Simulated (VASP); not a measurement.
Method: PBE GGA + U (Dudarev), VASP's PBE PAW potentials (set 64) (plane waves; VASP).

VASP input:

KPOINTS:
```
Automatic
0
G
9 9 9
```

INCAR:
```
ALGO  =  Normal
EDIFF  =  1E-6
ENCUT  =  400
GGA  =  PE
ISIF  =  2
ISMEAR  =  1
LASPH  =  T
LCHARG  =  F
LDAU  =  T
LDAUJ  =  0 0
LDAUL  =  -1 2
LDAUPRINT  =  1
LDAUTYPE  =  2
LDAUU  =  0 3.0
LMAXMIX  =  4
LORBIT  =  10
LREAL  =  F
LWAVE  =  F
NELM  =  100
PREC  =  Accurate
SIGMA  =  0.1
SYSTEM  =  NiSi2
```

POSCAR:
```
NiSi2
1
    0.0000000000     2.6902320000     2.7503790000
    2.7133950000     0.0000000000     2.7503790000
    2.7133950000     2.6902320000     0.0000000000
Si Ni
2 1
Direct
  0.2500000000   0.2500000000   0.2500000000
  0.7500000000   0.7500000000   0.7500000000
 -0.0123180000   0.0123180000   0.0123180000
```

POTCAR, in this order: Si Ni (PBE.64 set). Program: vasp_std.

What VASP printed:

OUTCAR:
```
 ion  position               nearest neighbor table
   1  0.250  0.250  0.250-   3 2.32   3 2.32   3 2.39   3 2.39   2 2.69   2 2.69   2 2.71   2 2.71
                             2 2.75   2 2.75
   2  0.750  0.750  0.750-   3 2.32   3 2.32   3 2.39   3 2.39   1 2.69   1 2.69   1 2.71   1 2.71
                             1 2.75   1 2.75
   3  0.988  0.012  0.012-   2 2.32   1 2.32   1 2.32   2 2.32   2 2.39   1 2.39   1 2.39   2 2.39
  LATTYP: Found a face centered orthorhombic cell.
 ALAT       =     5.3804640000
 B/A-ratio  =     1.0086100381
 C/A-ratio  =     1.0223575513
 Subroutine PRICEL returns:
 Original cell was already a primitive cell.
 Subroutine GETGRP returns: Found  4 space group operations
The static configuration has the point symmetry C_2v.
The dynamic configuration has the point symmetry C_2v.
 Subroutine INISYM returns: Found  4 space group operations
 Subroutine IBZKPT returns following result:
 Found    125 irreducible k-points:

 Following reciprocal coordinates:
            Coordinates               Weight
  0.000000  0.000000  0.000000      1.000000
  0.111111 -0.000000  0.000000      8.000000
  0.222222  0.000000  0.000000      8.000000
  0.333333  0.000000  0.000000      8.000000
  0.444444  0.000000  0.000000      8.000000
  0.111111  0.111111  0.000000      2.000000
  0.222222  0.111111  0.000000      8.000000
  0.333333  0.111111  0.000000      8.000000
  0.444444  0.111111  0.000000      8.000000
 -0.444444  0.111111 -0.000000      8.000000
 -0.333333  0.111111 -0.000000      8.000000
 -0.222222  0.111111 -0.000000      8.000000
 -0.111111  0.111111 -0.000000      4.000000
  0.222222  0.222222  0.000000      2.000000
  0.333333  0.222222  0.000000      8.000000
  0.444444  0.222222  0.000000      8.000000
 -0.444444  0.222222 -0.000000      8.000000
 -0.333333  0.222222 -0.000000      8.000000
 -0.222222  0.222222 -0.000000      4.000000
...
```

OSZICAR:
```
       N       E                     dE             d eps       ncg     rms          rms(c)
DAV:   1     0.631303032976E+02    0.63130E+02   -0.67796E+03  3274   0.115E+03
DAV:   2    -0.132892961064E+02   -0.76420E+02   -0.72200E+02  3410   0.227E+02
DAV:   3    -0.166265550490E+02   -0.33373E+01   -0.32332E+01  4108   0.550E+01
DAV:   4    -0.166826432081E+02   -0.56088E-01   -0.56015E-01  3916   0.685E+00
DAV:   5    -0.166840389233E+02   -0.13957E-02   -0.13956E-02  4201   0.112E+00    0.134E+01
DAV:   6    -0.187325235750E+02   -0.20485E+01   -0.27031E+01  3575   0.132E+02    0.164E+01
DAV:   7    -0.155289303654E+02    0.32036E+01   -0.89682E+00  3915   0.879E+01    0.300E+00
DAV:   8    -0.155457639994E+02   -0.16834E-01   -0.10375E+00  4913   0.154E+01    0.243E+00
DAV:   9    -0.154988659267E+02    0.46898E-01   -0.19477E-01  3854   0.102E+01    0.372E-01
DAV:  10    -0.154994593051E+02   -0.59338E-03   -0.64507E-03  3905   0.723E-01    0.214E-01
DAV:  11    -0.154996718381E+02   -0.21253E-03   -0.60514E-04  3749   0.323E-01    0.290E-02
DAV:  12    -0.154996865043E+02   -0.14666E-04   -0.74858E-05  4349   0.193E-01    0.188E-02
DAV:  13    -0.154996864114E+02    0.92900E-07   -0.22624E-05  3779   0.993E-02    0.492E-03
DAV:  14    -0.154996865230E+02   -0.11156E-06   -0.11563E-06  2985   0.124E-02
   1 F= -.15499687E+02 E0= -.15499588E+02  d E =-.295816E-03
```

**OUTCAR**
```
------------------------ aborting loop because EDIFF is reached ----------------------------------------
  FORCE on cell =-STRESS in cart. coord.  units (eV):
  Direction    XX          YY          ZZ          XY          YZ          ZX
  --------------------------------------------------------------------------------------
  Total       -0.3185662     -0.1821189     -0.5485472      0.0000000      0.0000000      0.0000000
  in kB      -12.7111546     -7.2667534    -21.8876568      0.0000000      0.0000000      0.0000000
  external PRESSURE =     -13.9551883 kB  Pullay stress =       0.0000000 kB
  volume of cell :       40.15
      direct lattice vectors                 reciprocal lattice vectors
     0.000000000  2.690232000  2.750379000    -0.184270996  0.185857577  0.181793127
     2.713395000  0.000000000  2.750379000     0.184270996 -0.185857577  0.181793127
     2.713395000  2.690232000  0.000000000     0.184270996  0.185857577 -0.181793127
 POSITION                                       TOTAL-FORCE (eV/Angst)
 -----------------------------------------------------------------------------------
      1.35670      1.34512      1.37519         0.287181      0.000000     -0.000000
      4.07009      4.03535      4.12557         0.287181     -0.000000      0.000000
      0.06685      2.69023      2.75038        -0.574362      0.000000      0.000000
 -----------------------------------------------------------------------------------
    total drift:                                0.000181     -0.000003     -0.000002
  FREE ENERGIE OF THE ION-ELECTRON SYSTEM (eV)
  ---------------------------------------------------
  free  energy   TOTEN  =       -15.4996865230 eV

  energy  without entropy=      -15.4993907072  energy(sigma->0) =      -15.49958792

 total charge

# of ion       s       p       d       tot
------------------------------------------
    1        0.750   0.825   0.000   1.575
    2        0.750   0.825   0.000   1.575
    3        0.539   0.747   8.595   9.880
--------------------------------------------------
tot          2.039   2.397   8.595  13.030
```
(Selected blocks of OUTCAR.)

The compound is NiSi2 in the fluorite structure. The cell was not relaxed at this level, atoms are displaced from their ideal sites. The run is one of a series of settings (LDAU = .TRUE., LDAUJ = 0 0, LDAUL = -1 2, LDAUTYPE = 2, LDAUU = 0 3.0 against the base run), some of them coarse on purpose. The run is not spin-polarised, so no magnetic state was tried.
